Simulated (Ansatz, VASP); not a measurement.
## MgAs2 in two plane-wave programs

Wanted: the spread between two codes on one cell, functional and k mesh. The cell is generated by rule, not measured, and may not be a known phase. The cell is taken from a series of runs on this material, whose earlier steps may have relaxed, scaled, displaced or heated it; both programs get it as it stands.

Calculated with Ansatz 0.2.0; plane waves, with VASP 6.6.1 beside it; relaxation of cell and atoms at PBE with D3(BJ).

## Step 1: The starting structure

Symmetry: Cmcm, No. 63, orthorhombic system. Conventional cell: a = 5.193 Å, b = 8.369 Å, c = 5.381 Å, α = 90.00°, β = 90.00°, γ = 90.00°. Nearest to Mg lie 8 As at 2.71 to 2.94 Å. As has 3 As at 2.51 to 2.69 Å and 3 Mg at 2.88 to 2.94 Å nearest. As has 1 As at 2.51 Å and 5 Mg at 2.71 to 2.92 Å nearest. Farther neighbours are not listed.

Coordinates:

```xyz
6
Lattice="2.5966 -4.1846 0.0000 2.5966 4.1846 0.0000 0.0000 0.0000 5.3811" Properties=species:S:1:pos:R:3 pbc="T T T"
Mg    2.5966    2.8815    1.3453
Mg    2.5966   -2.8815    4.0358
As    2.5966    0.0617    4.0358
As    2.5966   -2.5679    1.3453
As    2.5966    2.5679    4.0358
As    2.5966   -0.0617    1.3453
```

## Step 2: VASP: relaxation of cell and atoms, PBE with D3(BJ), pair 1

The relaxed volume is the usual yardstick between codes: in a stiff, nearly cubic crystal its relative difference is about their pressure difference at one cell divided by the bulk modulus.

Lines of VASP's logs that name or quote its potential files are left out, and so is its time.

Input file INCAR:

```
SYSTEM = MgAs2
PREC = Accurate
ENCUT = 600
EDIFF = 1E-07
NELM = 120
ISMEAR = 1
SIGMA = 0.2
LREAL = .FALSE.
ALGO = Normal
GGA = PE
IVDW = 12
NBANDS = 18
LORBIT = 11
LWAVE = .FALSE.
LCHARG = .FALSE.
ISIF = 3
IBRION = 2
NSW = 80
EDIFFG = -0.005
LASPH = .TRUE.
GGA_COMPAT = .FALSE.
NELMIN = 4
KPAR = 2
```

Input file POSCAR:

```
MgAs2
1.0
    2.5966070000     -4.1846010000      0.0000000000
    2.5966070000      4.1846010000      0.0000000000
    0.0000000000      0.0000000000      5.3810750000
Mg As
2 4
Direct
    0.1556969231      0.8443030769      0.2500000465
    0.8443030769      0.1556969231      0.7499999535
    0.4926329894      0.5073670106      0.7499999535
    0.8068249518      0.1931750482      0.2500000465
    0.1931750482      0.8068249518      0.7499999535
    0.5073670106      0.4926329894      0.2500000465
```

Input file KPOINTS:

```
Automatic mesh
0
Gamma
8 8 8
0 0 0
```

PAW data sets: Mg and As (PBE family, release 64).

Started as:

```
$ mpirun -np 2 vasp_std
```

Numbers of over 12 decimals in the logs are rounded to 6 here.

What it wrote:

```text
[banner, memory and clock lines left out]
running    2 mpi-ranks, on    1 nodes
 distrk:  each k-point on    1 cores,    2 groups
 distr:  one band on    1 cores,    1 groups

 POSCAR found type information on POSCAR MgAs
 POSCAR found :  2 types and       6 ions
 LDA part: xc-table for (Slater+PW92), standard interpolation
 POSCAR, INCAR and KPOINTS ok, starting setup
 FFT: planning ... GRIDC
 FFT: planning ... GRID_SOFT
 FFT: planning ... GRID
 WAVECAR not read
 entering main loop
       N       E                     dE             d eps       ncg     rms          rms(c)
DAV:   1     0.901259212572E+02    0.90126E+02   -0.10169E+04  3780   0.123E+03
DAV:   2    -0.158429623010E+02   -0.10597E+03   -0.10359E+03  5036   0.165E+02
DAV:   3    -0.226060573581E+02   -0.67631E+01   -0.66892E+01  4660   0.436E+01
DAV:   4    -0.226843994929E+02   -0.78342E-01   -0.78164E-01  4798   0.511E+00
DAV:   5    -0.226849305592E+02   -0.53107E-03   -0.53096E-03  4652   0.442E-01    0.445E+00
DAV:   6    -0.224470396387E+02    0.23789E+00   -0.35407E-01  4214   0.246E+00    0.258E+00
DAV:   7    -0.223874760319E+02    0.59564E-01   -0.20474E-01  4536   0.198E+00    0.786E-01
DAV:   8    -0.223856137470E+02    0.18623E-02   -0.65224E-03  4574   0.458E-01    0.213E-01
DAV:   9    -0.223851028171E+02    0.51093E-03   -0.18668E-03  4384   0.210E-01    0.471E-02
DAV:  10    -0.223851122424E+02   -0.94254E-05   -0.15988E-04  4522   0.716E-02    0.295E-02
DAV:  11    -0.223851105771E+02    0.16654E-05   -0.14369E-05  4410   0.225E-02    0.638E-03
DAV:  12    -0.223851103084E+02    0.26871E-06   -0.28704E-06  4484   0.904E-03    0.195E-03
DAV:  13    -0.223851102300E+02    0.78429E-07   -0.46259E-07  3886   0.394E-03
   1 F= -.24874899E+02 E0= -.24872781E+02  d E =-.248749E+02
[...]
2 F= -.24875096E+02 E0= -.24872974E+02  d E =-.197669E-03
[...]
3 F= -.24875098E+02 E0= -.24872975E+02  d E =-.199159E-03
[...]
4 F= -.24875184E+02 E0= -.24873070E+02  d E =-.861262E-04
[...]
5 F= -.24875198E+02 E0= -.24873089E+02  d E =-.100218E-03
[...]
6 F= -.24875199E+02 E0= -.24873092E+02  d E =-.101162E-03
 curvature:  -1.34 expect dE=-0.267E-04 dE for cont linesearch -0.415E-07
 trial: gam= 0.14499 g(F)=  0.348E-06 g(S)=  0.195E-04 ort =-0.221E-05 (trialstep = 0.120E+01)
 search vector abs. value=  0.226E-04
 bond charge predicted
       N       E                     dE             d eps       ncg     rms          rms(c)
DAV:   1    -0.223840432985E+02   -0.15299E-03   -0.93585E-04  3996   0.150E-01    0.163E-02
DAV:   2    -0.223840372235E+02    0.60750E-05   -0.35089E-05  4526   0.316E-02    0.921E-03
DAV:   3    -0.223840328512E+02    0.43723E-05   -0.87163E-06  4378   0.144E-02    0.112E-03
DAV:   4    -0.223840328690E+02   -0.17789E-07   -0.68259E-07  4254   0.431E-03
   7 F= -.24875213E+02 E0= -.24873130E+02  d E =-.140642E-04
 trial-energy change:   -0.000014  1 .order   -0.000014   -0.000023   -0.000006
 step:   1.6619(harm=  1.5689)  dis= 0.00039  next Energy=   -24.875214 (dE=-0.151E-04)
 reached required accuracy - stopping structural energy minimisation
```

Parts of OUTCAR (step 2):

```text
ion  position               nearest neighbor table
   1  0.156  0.844  0.250-   5 2.71   5 2.71   6 2.88   6 2.88   4 2.89   4 2.89   4 2.92   6 2.94

  LATTYP: Found a base centered orthorhombic cell.
 ALAT       =     5.1932140000
 B/A-ratio  =     1.6115650154
 C/A-ratio  =     1.0361743229

 Subroutine GETGRP returns: Found  8 space group operations
 (whereof  4 operations were pure point group operations)

The static configuration has the point symmetry C_2h.
 The point group associated with its full space group is D_2h.

 Found    105 irreducible k-points:

   k-points           NKPTS =    105   k-points in BZ     NKDIM =    105   number of bands    NBANDS=     18

   dimension x,y,z NGX =    40 NGY =   40 NGZ =   48
   dimension x,y,z NGXF=    80 NGYF=   80 NGZF=   96

   ENCUT  =  600.0 eV  44.10 Ry    6.64 a.u.   9.84  9.84 10.75*2*pi/ulx,y,z

   NELECT =      24.0000    total number of electrons

 k-points in reciprocal lattice and weights: Automatic mesh
   0.00000000  0.00000000  0.00000000       0.002
   0.12500000  0.00000000  0.00000000       0.008
   0.25000000  0.00000000  0.00000000       0.008
   0.37500000  0.00000000  0.00000000       0.008
   0.50000000  0.00000000  0.00000000       0.004
   0.12500000  0.12500000  0.00000000       0.004
   0.25000000  0.12500000  0.00000000       0.008
   0.37500000  0.12500000  0.00000000       0.008
   0.50000000  0.12500000  0.00000000       0.008
[...]
-0.37500000  0.37500000  0.50000000       0.004
   0.50000000  0.50000000  0.50000000       0.002

 Edisp (eV)   -2.49131

 average (electrostatic) potential at core
       1 -36.8737       2 -36.8737       3 -49.9089       4 -49.5033       5 -49.5033
       6 -49.9089

 E-fermi :   5.1006

 k-point     1 :       0.0000    0.0000    0.0000
  band No.  band energies     occupation
    ...
     10       3.4772      2.00000
     11       4.3502      2.00000
     12       4.5543      2.00077
     13       4.6705      2.00954
     14       4.9299      2.00496
     15       6.4049     -0.00000
     16       6.8010     -0.00000
     17       7.6567     -0.00000
     18       9.8468      0.00000

 k-point     2 :       0.1250    0.0000    0.0000
  band No.  band energies     occupation
    ...
      9       2.5694      2.00000
     10       3.3127      2.00000
     11       3.7514      2.00000
     12       4.3749      2.00000
     13       4.6765      2.01062
     14       5.1681      0.46345
     15       6.5478     -0.00000
     16       7.3362     -0.00000
     17       8.3917     -0.00000
     18       9.2564      0.00000

 k-point     3 :       0.2500    0.0000    0.0000
  band No.  band energies     occupation
    ...
      8       1.9294      2.00000
      9       2.8532      2.00000
     10       2.9533      2.00000
     11       3.8709      2.00000
     12       4.0297      2.00000
     13       5.1659      0.47901
     14       5.3156     -0.06255
     15       7.1728     -0.00000
     16       8.6293     -0.00000
     17       8.6549     -0.00000
    ...

 Edisp (eV)   -2.49118

  Total       0.01380    -0.00894     0.00481     0.00000    -0.00000     0.00000
  in kB       0.18913    -0.12254     0.06592     0.00000    -0.00000     0.00000
  external pressure =        0.04 kB  Pullay stress =        0.00 kB

  energy-cutoff  :      600.00
  volume of cell :      116.87
      direct lattice vectors                 reciprocal lattice vectors
     2.592047782 -4.187484728 -0.000000000     0.192897679 -0.119403421  0.000000000
     2.592047782  4.187484728  0.000000000     0.192897679  0.119403421 -0.000000000
     0.000000000  0.000000000  5.383809578     0.000000000 -0.000000000  0.185742082

 POSITION                                       TOTAL-FORCE (eV/Angst)
 -----------------------------------------------------------------------------------
      2.59205      2.88359      1.34595         0.000000     -0.001208     -0.000000
      2.59205     -2.88359      4.03786         0.000000      0.001208     -0.000000
      2.59205      0.05818      4.03786         0.000000     -0.001735      0.000000
      2.59205     -2.57382      1.34595         0.000000     -0.002284      0.000000
      2.59205      2.57382      4.03786         0.000000      0.002284      0.000000
      2.59205     -0.05818      1.34595         0.000000      0.001735     -0.000000
 -----------------------------------------------------------------------------------
    total drift:                               -0.000000      0.000009     -0.000192

  FREE ENERGIE OF THE ION-ELECTRON SYSTEM (eV)
  ---------------------------------------------------
  free  energy   TOTEN  =       -24.8752131551 eV

  energy  without entropy=      -24.8689633462  energy(sigma->0) =      -24.87312989

 reached required accuracy - stopping structural energy minimisation

 total charge
# of ion       s       p       d       tot
------------------------------------------
    1        0.174   0.132   0.029   0.335
    2        0.174   0.132   0.029   0.335
    3        1.290   1.367   0.049   2.707
    4        1.267   1.459   0.034   2.760
    5        1.267   1.459   0.034   2.760
    6        1.290   1.367   0.049   2.707
--------------------------------------------------
tot          5.463   5.917   0.224  11.604

[... 3 further parts left out ...]
```

## Step 3: Ansatz: relaxation of cell and atoms, PBE with D3(BJ), pair 1

Ansatz runs on its default PAW (the set named soft_2) files.

The same cell, functional, mesh and smearing now go to Ansatz, which takes its cutoff from its data sets.

Input file input.yaml:

```yaml
crystal:
  lattice:
    - [2.5966072093, -4.1846007878, 0.0]
    - [2.5966072093, 4.1846007878, 0.0]
    - [0.0, 0.0, 5.3810750342]
  atoms:
    - { symbol: Mg, position: [0.155696874, 0.844303126, 0.25] }
    - { symbol: Mg, position: [0.844303126, 0.155696874, 0.75] }
    - { symbol: As, position: [0.4926330169, 0.5073669831, 0.75] }
    - { symbol: As, position: [0.8068249207, 0.1931750793, 0.25] }
    - { symbol: As, position: [0.1931750793, 0.8068249207, 0.75] }
    - { symbol: As, position: [0.5073669831, 0.4926330169, 0.25] }
kpoints:
  mp_grid: { grid: [8, 8, 8] }
hamiltonian:
  xc: pbe
  dispersion: d3bj
scf:
  occupations: { method: methfessel_paxton, width: 0.2 }
output:
  forces: true
  stress: true
  eigenvalues: true
relax:
  adjacent_minimum: "off"
  f_tol: 0.001
  max_steps: 60
  cell: { stress_tol: 0.01 }
```

Started as:

```
$ ansatz run input.yaml --threads 8 --pin off --max-ram 14336MiB --backend cpu --events-out ev --progress --plain --runs-dir out
```

What it wrote:

```text
Engine: ansatz 0.2.0, x86_64-unknown-linux-gnu
Pseudopotentials: kind: paw
Pseudopotential: Mg, paw, valence charge 10, recommended cutoff 420 eV (normal), Mg.paw.azcp
Pseudopotential: As, paw, valence charge 15, recommended cutoff 420 eV (normal), As.paw.azcp
Functional definition: PBE
  parameter kappa = 0.804
  parameter beta = 0.066725
  exchange = pbe_x(kappa = kappa, mu = beta*pi^2/3)
  correlation = pbe_c(beta = beta)
Crystal: 6 atoms, lattice volume = 116.939 Å³
Basis set: ecut = 420 eV, 2277 PW (Γ), exchange–correlation on 72×72×72 points (8 copies of the dense FFT grid, shifted against one another)
Bands: 48, of which v1, the nominal top of the filled ones, is band 40 counted from 1 (39 counted from 0)
Symmetry: 8 space group operations
Space group: Cmcm (ITA 63), of the structure as read, at distance tolerance 4.9e-5 Å
k-points: 105 of 512
Non-local potential: Mg, projectors of the file, l = 0: 3, l = 1: 2, l = 2: 1
Non-local potential: As, projectors of the file, l = 0: 2, l = 1: 2, l = 2: 3, l = 3: 1
PAW form: soft (Blöchl's): semilocal exchange-correlation on the pseudo side does not see the compensation charge
PAW one-centre angular grid: Mg, 110 points (default); XC on 64 Gauss nodes
PAW one-centre angular grid: As, 590 points (default); XC on 64 Gauss nodes
Initial density: superposition of atomic densities (neutral atoms: chi_scale 0, normalization atom), corrected by the library's trained network
Initial wavefunctions: pseudopotential atomic-orbital guess
Functional: x = pbe(κ = 0.804, μ = 0.219515), c = pbe(β = 0.066725)
SCF iter   1: F=—  HF=-23275.325591 eV  |F-HF|=—  |Δ(HF+E_count)|=         —  Δρ=3.07e-3  dr2=3.04e-2  ethr=1.77e-3  ⟨swp⟩=6.0  Hψ=18102  notcnv=0
preconditioner: auto → Kerker (q_TF=auto, 2.561 Å⁻¹)  [metal: Δε(μ)=0.009 eV  Ē_g=8.902 eV  σ=0.200 eV  W_gap=0.04  n_scr=28 (ndim 8)  ℏωp=16.8 eV  f_vac=0.000  D(μ)=3.03/eV (n_scr^D=20)]
SCF iter   2: F=—  HF=-23275.319264 eV  |F-HF|=—  |Δ(HF+E_count)|=   6.33e-3  S|Δr|=    0.00e0  Δρ=1.63e-3  dr2=7.82e-3  ethr=3.80e-5  ⟨swp⟩=2.0  Hψ=7484  notcnv=0  defer=1
SCF iter   3: F=—  HF=-23275.317635 eV  |F-HF|=—  |Δ(HF+E_count)|=   1.63e-3  S|Δr|=    0.00e0  Δρ=4.96e-4  dr2=4.82e-4  ethr=9.77e-6  ⟨swp⟩=2.4  Hψ=8165  notcnv=0  defer=1
SCF iter   4: F=—  HF=-23275.317473 eV  |F-HF|=—  |Δ(HF+E_count)|=   1.62e-4  S|Δr|=    0.00e0  Δρ=2.62e-4  dr2=6.79e-5  ethr=6.02e-7  ⟨swp⟩=2.0  Hψ=8202  notcnv=0  defer=1
SCF iter   5: F=—  HF=-23275.317551 eV  |F-HF|=—  |Δ(HF+E_count)|=   7.74e-5  S|Δr|=    0.00e0  Δρ=5.12e-5  dr2=2.87e-6  ethr=8.49e-8  ⟨swp⟩=2.0  Hψ=5845  notcnv=0  defer=1
SCF iter   6: F=—  HF=-23275.317551 eV  |F-HF|=—  |Δ(HF+E_count)|=   5.95e-9  S|Δr|=    0.00e0  Δρ=1.84e-5  dr2=3.71e-7  ethr=3.59e-9  ⟨swp⟩=2.0  Hψ=8995  notcnv=0  defer=1
SCF iter   7: F=-23275.317551 eV  HF=-23275.317551 eV  |F-HF|=1.70e-8  |Δ(HF+E_count)|=   3.50e-8  S|Δr|=    0.00e0  Δρ=3.88e-6  dr2=2.54e-8  ethr=1.25e-10  ⟨swp⟩=8.7  Hψ=22165  notcnv=0
SCF 1 converged in 7 iterations: F = -23275.317551 eV  dr2 = 2.54e-8
  greatest PAW one-centre occupation: 1.000 electrons in one spin orbital (limit 2), on the Mg atom at site 1 (counted from 0), in its partial waves of l = 0
relax step   1: F+E_penalty+E_count = -23275.31755060 eV  Δ(F+E_penalty+E_count) = +0.000e0 eV  max|allowed force component| = 1.465e-4 eV/Å  Δτ_max = 0.0000 Å  P = +0.007 GPa  Ω = 116.939 Å³  (7 SCF iters, dr2 threshold 1.00e-7 eV, accepted)
[...]
relax step   2: F+E_penalty+E_count = -23275.31754930 eV  Δ(F+E_penalty+E_count) = +1.308e-6 eV  max|allowed force component| = 1.871e-4 eV/Å  Δτ_max = 0.0000 Å  P = -0.003 GPa  Ω = 116.956 Å³  energy of the carried Pulay correction = -2.002e-6 eV  (5 SCF iters, dr2 threshold 7.60e-10 eV, accepted)
[...]
relax step   3: F+E_penalty+E_count = -23275.31755077 eV  Δ(F+E_penalty+E_count) = -1.479e-6 eV  max|allowed force component| = 1.816e-4 eV/Å  Δτ_max = 0.0000 Å  P = -0.003 GPa  Ω = 116.956 Å³  stress off target by 4.93e-3 GPa  SCF on the basis re-selected at this cell (its energy is not comparable with the rows above)  (9 SCF iters)
basis re-selected at this cell: Δ(F+E_penalty+E_count) = -1.479e-6 eV, ΔP = +0.000 GPa vs the last step (what re-selecting the basis moved, of the pressure what is left beyond the Pulay correction that the steps carried, after the strain that the cell walked since its last selection, with what the two solves' SCF thresholds leave and, on support functions, any second-order correction that the steps lacked; it is no m [...]
SCF converged after 9 iterations
Stability not checked: this state was not tested for a lower state beside it, because cold or Methfessel-Paxton smearing, or corrected tetrahedra, fill the levels in a way that the test cannot read (fill_not_monotonic; see scf.lower_state_search)
Free energy (F): -23275.317551 eV
Harris-Foulkes:  -23275.317551 eV  (|F-HF|=0.00e0)
Internal energy: -23275.311403 eV  (E = F + TS)
E sigma→0 (E₀):  -23275.316014 eV
Entropy (-TS):   -0.006148 eV (-1.025 meV/atom)
Fermi energy:    10.177505 eV
--- Per-component energies (eV) ---
  E_band       = -1564.168613
  E_kinetic    = 565.921917
  E_local      = -9466.318818  (includes V_loc(G=0)·N_el)
  E_nonlocal   = -2492.022511
  E_hartree    = 4674.349004
  E_xc         = -376.937157
  E_vxc        = -394.601039  (∫ρ·V_xc dr)
  E_paw        = -7924.158494  (= ΣΔE_a)
  E_vpaw       = 874.153808  (= ΣTr[D̂ρ^β])
  E_aug_tail   = 0.000026  (compensation charges beyond the density's cutoff)
  E_ewald      = -8253.655351
  E_disp       = -2.490018  (pairwise vdW)
  E_smearing   = -0.006148  (= −TS)
  E_closure    = -0.000000  (closes the sum)
  Σ components = -23275.317551   (vs F -23275.317551, Δ=0.00e0)
--- Forces (eV/Å), atoms counted from 1 ---
  atom   1  Mg     0.00000000     0.00004608     0.00000000
  atom   2  Mg    -0.00000000    -0.00004608    -0.00000000
  atom   3  As     0.00000000     0.00010166     0.00000000
  atom   4  As     0.00000000     0.00018157     0.00000000
  atom   5  As    -0.00000000    -0.00018157    -0.00000000
  atom   6  As    -0.00000000    -0.00010166    -0.00000000
  max |Σ_I F_I| component: 0.00e0 eV/Å
--- Stress (GPa, compression-positive) ---
       -0.003788       0.000000       0.000000
        0.000000      -0.004934       0.000000
        0.000000       0.000000      -0.000507
  P = ⅓ Tr σ = -0.0031 GPa (-0.031 kbar)
--- Band table (eV; the first three rows and the last of 105) ---
  k-point 0: bands = [... 36 lower, 6.9266, 8.5522, 9.4311, 9.6151, 9.7328, 10.0292, 11.5070, 11.8882, ... 4 higher]
  k-point 1: bands = [... 36 lower, 6.9866, 8.5218, 9.2394, 9.2553, 9.5491, 10.0476, 11.3792, 12.1099, ... 4 higher]
  k-point 2: bands = [... 36 lower, 7.1575, 8.5929, 8.6709, 8.7858, 9.1091, 9.9199, 10.9065, 12.9346, ... 4 higher]
  k-point 104: bands = [... 36 lower, 9.1981, 9.1981, 10.1636, 10.1636, 12.0811, 12.0811, 12.1001, 12.1001, ... 4 higher]
--- Relaxed structure (2 steps of the walk, 2 accepted, 1 SCFs on fresh bases) ---
  F+E_penalty+E_count = -23275.31755077 eV   max|allowed force component| = 1.816e-4 eV/Å   (the final SCF, on the basis selected at the relaxed cell)
  cell:  # Å, volume = 116.9565 Å³
    - [2.596721, -4.184585, 0]
    - [2.596721, 4.184585, 0]
    - [0, 0, 5.381665]
  atoms:
    - { symbol: Mg, position: [0.155698, 0.844302, 0.25] }
    - { symbol: Mg, position: [0.844302, 0.155698, 0.750000] }
    - { symbol: As, position: [0.492630, 0.507370, 0.750000] }
    - { symbol: As, position: [0.806827, 0.193173, 0.25] }
    - { symbol: As, position: [0.193173, 0.806827, 0.750000] }
    - { symbol: As, position: [0.507370, 0.492630, 0.25] }
```

## Step 4: Side by side

Known differences besides the potentials themselves: the data sets hold 80 valence electrons in Ansatz (on its default PAW (the set named soft_2) files) and 24 in VASP; the cutoff is 420 eV in Ansatz and 600 eV in VASP; Ansatz adds a Pulay correction to the stress that steers its cell, VASP none. Total energies have different zeros and are not compared.

The two programs side by side:

```csv
quantity,Ansatz,VASP,difference
volume (Å³),116.96,116.87,+0.07 %
"edge a after relaxation, in the typed setting (Å)",4.925,4.925,+0.00 %
"edge c after relaxation, in the typed setting (Å)",5.382,5.384,-0.04 %
```

(Part 1 of 2 ends here.)

[Lines on the potential files, build, host, timing and source positions are cut from VASP's logs without a mark.]

[Logs are printed without paths, hosts, clocks, repeated set-up lines and the standing remarks that a program may print on its own settings, such as how far it seeks lower states.]

[Hosts, paths, dates, database ids (printed as entryN), source tags and the programs' standing remarks are cut or masked in the printed files.]
